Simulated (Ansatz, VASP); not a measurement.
# Si2Ge in two plane-wave programs

Aim: how closely do two programs agree when they are given the same cell, functional and k mesh? The cell is generated by rule, not measured, and may not be a known phase. The cell is taken from a series of runs on this material, whose earlier steps may have relaxed, scaled, displaced or heated it; both programs get it as it stands.

Method: plane waves, with VASP 6.6.1 beside it; PBEsol, in Ansatz 0.2.0.

The structure was built from a prototype and need not be the compound's stable phase.

## (1) Set-up

It takes space group Imma (No. 74, orthorhombic). The conventional cell has a = 3.894 Å, b = 3.894 Å, c = 16.520 Å, α = 90.00°, β = 90.00°, γ = 90.00°. Ge has 2 Ge at 2.38 Å and 2 Si at 2.38 Å nearest. Nearest to Si lie 2 Ge at 2.38 Å and 2 Si at 2.38 Å. Nearest to Si lie 4 Si at 2.38 Å. Farther neighbours are not listed.

## (2) Ansatz: single point, PBEsol

Ansatz runs on its default PAW (the set named soft_2) files.

A single point takes one fixed geometry, so differences don't come from the geometry; what else differs is listed under the comparison.

The input, input.yaml:

```yaml
crystal:
  lattice:
    - [2.75333, 2.75333, 0.0]
    - [-2.75333, 2.75333, 0.0]
    - [2.75333, 0.0, 8.26]
  atoms:
    - { symbol: Ge, position: [0.666667, 0.333333, 0.666667] }
    - { symbol: Ge, position: [0.083333, 0.416667, 0.833333] }
    - { symbol: Si, position: [0.0, 0.0, 0.0] }
    - { symbol: Si, position: [0.416667, 0.083333, 0.166667] }
    - { symbol: Si, position: [0.333333, 0.666667, 0.333333] }
    - { symbol: Si, position: [0.75, 0.75, 0.5] }
kpoints:
  mp_grid: { grid: [6, 6, 6] }
hamiltonian:
  xc: pbesol
scf:
  occupations: { method: gaussian, width: 0.1 }
output:
  forces: true
  stress: true
  eigenvalues: true
```

The run is started by

```sh
> ansatz run input.yaml --threads 4 --pin off --max-ram 14336MiB --backend cpu --events-out ev --progress --plain --runs-dir out
```

Numbers of over 12 decimals in the logs are rounded to 6 here.

The log of the run:

```text
Warning: the atoms were moved onto the symmetric positions of the space group found under crystal.symmetry.tolerance 1.0e-5 (fractional; no operation is sought that the atoms, as they stand in a round, miss by more than twice it, and no atom is moved by as much as it), and the run uses the moved positions. Before a round's move an operation carried an atom to 5.51e-6 Å from where it should land, the largest such dist [...]
Engine: ansatz 0.2.0, aarch64-unknown-linux-gnu
Pseudopotentials: kind: paw
Pseudopotential: Ge, paw, valence charge 14, recommended cutoff 420 eV (normal), Ge.paw.azcp
Pseudopotential: Si, paw, valence charge 4, recommended cutoff 420 eV (normal), Si.paw.azcp
Functional definition: PBEsol
  exchange = pbesol_x
  correlation = pbesol_c
Crystal: 6 atoms, lattice volume = 125.235 Å³
Basis set: ecut = 420 eV, 2495 PW (Γ), exchange–correlation on 54×54×120 points (8 copies of the dense FFT grid, shifted against one another)
Bands: 28, of which v1, the nominal top of the filled ones, is band 22 counted from 1 (21 counted from 0)
Symmetry: 8 space group operations
Space group: Imma (ITA 74), of the structure as read, at distance tolerance 5.0e-5 Å
k-points: 46 of 216
Non-local potential: Ge, projectors of the file, l = 0: 2, l = 1: 2, l = 2: 3, l = 3: 1
Non-local potential: Si, projectors of the file, l = 0: 2, l = 1: 2, l = 2: 2
PAW form: soft (Blöchl's): semilocal exchange-correlation on the pseudo side does not see the compensation charge
PAW frozen core: Ge, regenerated for the run's functional, and the local potential with it (the file was generated under x = pbe(κ = 0.804, μ = 0.219515), c = pbe(β = 0.066725))
PAW frozen core: Si, regenerated for the run's functional, and the local potential with it (the file was generated under x = pbe(κ = 0.804, μ = 0.219515), c = pbe(β = 0.066725))
PAW one-centre angular grid: Ge, 590 points (default); XC on 64 Gauss nodes
PAW one-centre angular grid: Si, 110 points (default); XC on 64 Gauss nodes
Initial density: superposition of atomic densities (neutral atoms: chi_scale 0, normalization atom), corrected by the library's trained network
Initial wavefunctions: pseudopotential atomic-orbital guess
Functional: x = pbesol(κ = 0.804, μ = 0.123457), c = pbesol(β = 0.046)
SCF iter   1: F=—  HF=-10992.836107 eV  |F-HF|=—  |Δ(HF+E_count)|=         —  Δρ=2.87e-3  dr2=2.78e-2  ethr=1.77e-3  ⟨swp⟩=6.1  Hψ=6049  notcnv=0
preconditioner: auto → Resta (q_TF=auto, 2.292 Å⁻¹)  ε∞=5.1  [insulator: Δε(μ)=0.453 eV  Ē_g=7.993 eV  σ=0.100 eV  W_gap=1.00  n_scr=26 (ndim 8)  ℏωp=16.3 eV  f_vac=0.000  D(μ)=0.00/eV (n_scr^D=0)  ε∞_Penn≈5.1]
SCF iter   2: F=—  HF=-10992.830297 eV  |F-HF|=—  |Δ(HF+E_count)|=   5.81e-3  Δρ=1.62e-3  dr2=5.08e-3  ethr=6.32e-5  ⟨swp⟩=1.1  Hψ=1666  notcnv=0
SCF iter   3: F=—  HF=-10992.829641 eV  |F-HF|=—  |Δ(HF+E_count)|=   6.56e-4  Δρ=5.58e-4  dr2=4.66e-4  ethr=1.16e-5  ⟨swp⟩=2.0  Hψ=2225  notcnv=0
SCF iter   4: F=—  HF=-10992.829466 eV  |F-HF|=—  |Δ(HF+E_count)|=   1.75e-4  Δρ=2.24e-4  dr2=1.11e-4  ethr=1.06e-6  ⟨swp⟩=2.0  Hψ=2222  notcnv=0
SCF iter   5: F=—  HF=-10992.829484 eV  |F-HF|=—  |Δ(HF+E_count)|=   1.79e-5  Δρ=7.37e-5  dr2=8.31e-6  ethr=2.52e-7  ⟨swp⟩=2.5  Hψ=2035  notcnv=0
SCF iter   6: F=—  HF=-10992.829430 eV  |F-HF|=—  |Δ(HF+E_count)|=   5.33e-5  Δρ=1.68e-5  dr2=2.72e-7  ethr=1.89e-8  ⟨swp⟩=2.0  Hψ=2233  notcnv=0
SCF iter   7: F=-10992.829431 eV  HF=-10992.829431 eV  |F-HF|=4.30e-9  |Δ(HF+E_count)|=   3.90e-7  Δρ=2.12e-6  dr2=3.66e-9  ethr=2.27e-10  ⟨swp⟩=8.8  Hψ=5950  notcnv=0
SCF 1 converged in 7 iterations: F = -10992.829431 eV  dr2 = 3.66e-9
  greatest PAW one-centre occupation: 0.998 electrons in one spin orbital (limit 2), on the Ge atom at site 1 (counted from 0), in its partial waves of l = 2
SCF converged after 7 iterations
Free energy (F): -10992.829431 eV
Harris-Foulkes:  -10992.829431 eV  (|F-HF|=4.30e-9)
Internal energy: -10992.829424 eV  (E = F + TS)
E sigma→0 (E₀):  -10992.829427 eV
Entropy (-TS):   -0.000007 eV (-0.001 meV/atom)
Fermi energy:    7.248302 eV
--- Per-component energies (eV) ---
  E_band       = -305.634497
  E_kinetic    = 384.210942
  E_local      = -6674.983124  (includes V_loc(G=0)·N_el)
  E_nonlocal   = 945.175299
  E_hartree    = 2997.579928
  E_xc         = -368.665567
  E_vxc        = -316.858876  (∫ρ·V_xc dr)
  E_paw        = -5954.838012  (= ΣΔE_a)
  E_vpaw       = -638.334616  (= ΣTr[D̂ρ^β])
  E_aug_tail   = 0.000585  (compensation charges beyond the density's cutoff)
  E_ewald      = -2323.271590
  E_core_change = 1.962115  (= ΣΔE_core)
  E_smearing   = -0.000007  (= −TS)
  E_closure    = -0.000000  (closes the sum)
  Σ components = -10992.829431   (vs F -10992.829431, Δ=0.00e0)
--- Forces (eV/Å), atoms counted from 1 ---
  atom   1  Ge     0.00000000     0.00000000    -0.53169505
  atom   2  Ge     0.00000000     0.00000000     0.53169505
  atom   3  Si     0.00000000     0.00000000     0.46284568
  atom   4  Si     0.00000000     0.00000000    -0.00552219
  atom   5  Si     0.00000000     0.00000000     0.00552219
  atom   6  Si     0.00000000     0.00000000    -0.46284568
  max |Σ_I F_I| component: 0.00e0 eV/Å
--- Stress (GPa, compression-positive) ---
        0.143058       0.093538       0.000000
        0.093538       0.143058       0.000000
        0.000000       0.000000      -0.179466
  P = ⅓ Tr σ = 0.0356 GPa (0.356 kbar)
--- Band table (eV; the first three rows and the last of 46) ---
  k-point 0: bands = [... 18 lower, 4.5498, 7.0031, 7.0176, 7.0200, 7.5447, 7.6771, 8.7756, 8.9608, ... 2 higher]
  k-point 1: bands = [... 18 lower, 4.8467, 6.5467, 6.7926, 6.7952, 7.4838, 7.8447, 8.3447, 9.3953, ... 2 higher]
  k-point 2: bands = [... 18 lower, 5.2710, 5.6654, 6.3081, 6.3125, 7.4925, 7.8889, 8.1998, 9.0773, ... 2 higher]
  k-point 45: bands = [... 18 lower, 3.5918, 3.5918, 3.9091, 3.9091, 7.9105, 7.9105, 8.6803, 8.6803, ... 2 higher]
```

In the SCF lines HF is the Harris–Foulkes energy and dr2 the Hartree energy of the density residual, in eV; the loop may stop once dr2 is under the threshold and the program's other checks hold. Hψ counts applications of the Hamiltonian.

The run ends at a pressure of 0.04 GPa, with forces up to 0.53 eV/Å.

## (3) VASP: single point, PBEsol

The same cell, functional, mesh and smearing now go to VASP, with its own data sets.

Lines of VASP's logs that name or quote its potential files are left out, and so is its time.

The input, INCAR:

```
SYSTEM = Si2Ge
PREC = Accurate
ENCUT = 500
EDIFF = 1E-06
NELM = 120
ISMEAR = 0
SIGMA = 0.1
LREAL = .FALSE.
ALGO = Normal
GGA = PS
NBANDS = 28
LORBIT = 11
LWAVE = .FALSE.
LCHARG = .FALSE.
ISIF = 2
LASPH = .TRUE.
GGA_COMPAT = .FALSE.
EFERMI = MIDGAP
KPAR = 2
```

The input, POSCAR:

```
Si2Ge
1.0
    2.7533300000      2.7533300000      0.0000000000
   -2.7533300000      2.7533300000      0.0000000000
    2.7533300000      0.0000000000      8.2600000000
Ge Si
2 4
Direct
    0.6666665000      0.3333335000      0.6666680000
    0.0833335000      0.4166665000      0.8333340000
    0.0000000000      0.0000000000      0.0000010000
    0.4166665000      0.0833335000      0.1666680000
    0.3333335000      0.6666665000      0.3333340000
    0.7500000000      0.7500000000      0.5000010000
```

The input, KPOINTS:

```
Automatic mesh
0
Gamma
6 6 6
0 0 0
```

The projector-augmented-wave data sets are Ge_d and Si (PBE family, release 64).

The run is started by

```sh
> mpirun -np 2 vasp_std
```

The log of the run:

```text
[banner, memory and clock lines left out]
running    2 mpi-ranks, on    1 nodes
 distrk:  each k-point on    1 cores,    2 groups
 distr:  one band on    1 cores,    1 groups

 POSCAR found type information on POSCAR GeSi
 POSCAR found :  2 types and       6 ions
|                                                                             |
|               ----> ADVICE to this user running VASP <----                  |
|                                                                             |
|     You enforced a specific xc type in the INCAR file but a different       |
|     [... a line on the potential file left out ...]
|     I HOPE YOU KNOW WHAT YOU ARE DOING!                                     |
|                                                                             |

 LDA part: xc-table for (Slater+PW92), standard interpolation
 POSCAR, INCAR and KPOINTS ok, starting setup
 FFT: planning ... GRIDC
 FFT: planning ... GRID_SOFT
 FFT: planning ... GRID
 WAVECAR not read
 entering main loop
       N       E                     dE             d eps       ncg     rms          rms(c)
DAV:   1     0.334463634347E+03    0.33446E+03   -0.20389E+04  3120   0.280E+03
DAV:   2     0.223927491130E+02   -0.31207E+03   -0.30157E+03  2600   0.703E+02
DAV:   3    -0.307378398030E+02   -0.53131E+02   -0.51804E+02  3080   0.165E+02
DAV:   4    -0.332721475302E+02   -0.25343E+01   -0.25272E+01  3240   0.409E+01
DAV:   5    -0.333255398007E+02   -0.53392E-01   -0.53369E-01  3356   0.641E+00    0.762E+00
DAV:   6    -0.329190664792E+02    0.40647E+00   -0.20002E-01  3056   0.284E+00    0.449E+00
DAV:   7    -0.327290276026E+02    0.19004E+00   -0.35314E-01  2876   0.328E+00    0.295E-01
DAV:   8    -0.327315862553E+02   -0.25587E-02   -0.27785E-02  3284   0.176E+00    0.153E-01
DAV:   9    -0.327320416054E+02   -0.45535E-03   -0.14713E-03  3136   0.274E-01    0.818E-02
DAV:  10    -0.327321251849E+02   -0.83579E-04   -0.11446E-04  3504   0.655E-02    0.435E-02
DAV:  11    -0.327321571102E+02   -0.31925E-04   -0.43532E-05  2576   0.322E-02    0.114E-02
DAV:  12    -0.327321571090E+02    0.11896E-08   -0.35509E-06  2944   0.160E-02
   1 F= -.32732157E+02 E0= -.32732154E+02  d E =-.707249E-05
```

Parts of OUTCAR (step 3):

```text
ion  position               nearest neighbor table
   1  0.667  0.333  0.667-   2 2.38   2 2.38   6 2.38   6 2.38
   2  0.083  0.417  0.833-   1 2.38   1 2.38   3 2.38   3 2.38
   3  0.000  0.000  0.000-   2 2.38   2 2.38   4 2.38   4 2.38
   4  0.417  0.083  0.167-   5 2.38   5 2.38   3 2.38   3 2.38
   5  0.333  0.667  0.333-   4 2.38   4 2.38   6 2.38   6 2.38
   6  0.750  0.750  0.500-   5 2.38   5 2.38   1 2.38   1 2.38

  LATTYP: Found a body centered tetragonal cell.
 ALAT       =     3.8937966277
 C/A-ratio  =     4.2426458235

 Subroutine GETGRP returns: Found  8 space group operations
 (whereof  4 operations were pure point group operations)

The static configuration has the point symmetry C_2v.
 The point group associated with its full space group is D_2h.

 Found     46 irreducible k-points:

   k-points           NKPTS =     46   k-points in BZ     NKDIM =     46   number of bands    NBANDS=     28

   dimension x,y,z NGX =    28 NGY =   28 NGZ =   64
   dimension x,y,z NGXF=    56 NGYF=   56 NGZF=  128

   ENCUT  =  500.0 eV  36.75 Ry    6.06 a.u.   7.10  7.10 15.87*2*pi/ulx,y,z

   NELECT =      44.0000    total number of electrons

 k-points in reciprocal lattice and weights: Automatic mesh
   0.00000000  0.00000000  0.00000000       0.005
   0.16666667  0.00000000  0.00000000       0.019
   0.00000000 -0.16666667  0.00000000       0.019
   0.33333333  0.00000000  0.00000000       0.019
   0.00000000 -0.33333333  0.00000000       0.019
   0.50000000  0.00000000  0.00000000       0.009
   0.00000000  0.50000000 -0.00000000       0.009
   0.16666667  0.16666667  0.00000000       0.019
   0.33333333  0.16666667  0.00000000       0.037
[...]
-0.16666667  0.16666667  0.33333333       0.019
   0.00000000  0.00000000  0.50000000       0.005

 average (electrostatic) potential at core
       1 -73.2401       2 -73.2401       3 -83.6412       4 -83.5449       5 -83.5449
       6 -83.6412

 E-fermi :   5.7041

 k-point     1 :       0.0000    0.0000    0.0000
  band No.  band energies     occupation
    ...
     18       2.9702      2.00000
     19       3.0055      2.00000
     20       5.4597      1.99945
     21       5.4742      1.99885
     22       5.4770      1.99868
     23       5.9994      0.00003
     24       6.1325      0.00000
     25       7.2348      0.00000
     26       7.4180      0.00000
     27       7.7719      0.00000
    ...

 k-point     2 :       0.1667    0.0000    0.0000
  band No.  band energies     occupation
    ...
     18       2.9991      2.00000
     19       3.2894      2.00000
     20       3.5266      2.00000
     21       4.6703      2.00000
     22       5.2974      2.00000
     23       6.6511      0.00000
     24       6.9515      0.00000
     25       7.7283      0.00000
     26       8.2660      0.00000
     27       8.3531      0.00000
    ...

 k-point     3 :       0.0000   -0.1667    0.0000
  band No.  band energies     occupation
    ...
     18       3.0058      2.00000
     19       3.2860      2.00000
     20       3.5367      2.00000
     21       4.6728      2.00000
     22       5.2952      2.00000
     23       6.5903      0.00000
     24       6.9968      0.00000
     25       7.7662      0.00000
     26       8.2746      0.00000
     27       8.3567      0.00000
    ...

  Total        0.1253619      0.1253619     -0.1260465      0.0808382      0.0000000      0.0000000
  in kB        1.6037980      1.6037980     -1.6125563      1.0341904      0.0000000      0.0000000
  external PRESSURE =       0.5316799 kB  Pullay stress =       0.0000000 kB

  energy-cutoff  :      500.00
  volume of cell :      125.24
      direct lattice vectors                 reciprocal lattice vectors
     2.753330000  2.753330000  0.000000000     0.181598283  0.181598283 -0.060532688
    -2.753330000  2.753330000  0.000000000    -0.181598283  0.181598283  0.060532688
     2.753330000  0.000000000  8.260000000     0.000000000  0.000000000  0.121065375

 POSITION                                       TOTAL-FORCE (eV/Angst)
 -----------------------------------------------------------------------------------
      2.75333      2.75333      5.50668         0.000000      0.000000     -0.531362
      1.37667      1.37667      6.88334         0.000000      0.000000      0.531362
      0.00000      0.00000      0.00001         0.000000      0.000000      0.453430
      1.37667      1.37667      1.37668         0.000000      0.000000     -0.005169
      0.00000      2.75333      2.75334        -0.000000      0.000000      0.005169
      1.37667      4.13000      4.13001         0.000000     -0.000000     -0.453430
 -----------------------------------------------------------------------------------
    total drift:                               -0.003118      0.000118     -0.001687

  FREE ENERGIE OF THE ION-ELECTRON SYSTEM (eV)
  ---------------------------------------------------
  free  energy   TOTEN  =       -32.7321571090 eV

  energy  without entropy=      -32.7321500365  energy(sigma->0) =      -32.73215357

 total charge
# of ion       s       p       d       tot
------------------------------------------
    1        1.114   1.356  10.035  12.505
    2        1.114   1.356  10.035  12.505
    3        0.756   0.907   0.000   1.663
    4        0.752   0.913   0.000   1.664
    5        0.752   0.913   0.000   1.664
    6        0.756   0.907   0.000   1.663
--------------------------------------------------
tot          5.244   6.351  20.069  31.665

[... 3 further parts left out ...]
```

The run ends at a pressure of 0.05 GPa, with forces up to 0.53 eV/Å.

## (4) Differences

Known differences besides the potentials themselves: the cutoff is 420 eV in Ansatz and 500 eV in VASP; Ansatz makes its cores anew for this functional, VASP keeps those of its PBE data sets. Total energies have different zeros and are not compared.

Compared:

```tsv
quantity	Ansatz	VASP	difference
pressure (GPa)	0.04	0.05	-0.02
gap on the k mesh (eV)	0.464	0.462	+0.002
```

Forces (eV/Å; atoms numbered as in POSCAR):

```tsv
atom	Ansatz x, y, z	VASP x, y, z
Ge1	0.000, 0.000, -0.532	0.000, 0.000, -0.531
Ge2	0.000, 0.000, 0.532	0.000, 0.000, 0.531
Si3	0.000, 0.000, 0.463	0.000, 0.000, 0.453
Si4	0.000, 0.000, -0.006	0.000, 0.000, -0.005
Si5	0.000, 0.000, 0.006	0.000, 0.000, 0.005
Si6	0.000, 0.000, -0.463	0.000, 0.000, -0.453
```

The forces differ by 3.1 meV/Å r.m.s., which is 1.3 % of the r.m.s. force of 0.233 eV/Å (both taken over all components). A gap on the mesh is an upper bound, since the band edges may lie between its points.

## (5) Outcome

| Quantity | Value |
| --- | --- |
| r.m.s. force difference (single point, PBEsol) | 1.3 % of the r.m.s. force |

**Reading.** The r.m.s. force difference is 1.3 % of the r.m.s. force (single point, PBEsol), within the 3 % picked in this series as the mark of a large difference. How closely two codes agree says nothing of how well the functional describes the real material.

[Lines on the potential files, build, host, timing and source positions are cut from VASP's logs without a mark.]

[Logs are printed without paths, hosts, clocks, repeated set-up lines and the standing remarks that a program may print on its own settings, such as how far it seeks lower states.]

[Hosts, paths, dates, database ids (printed as entryN), source tags and the programs' standing remarks are cut or masked in the printed files.]
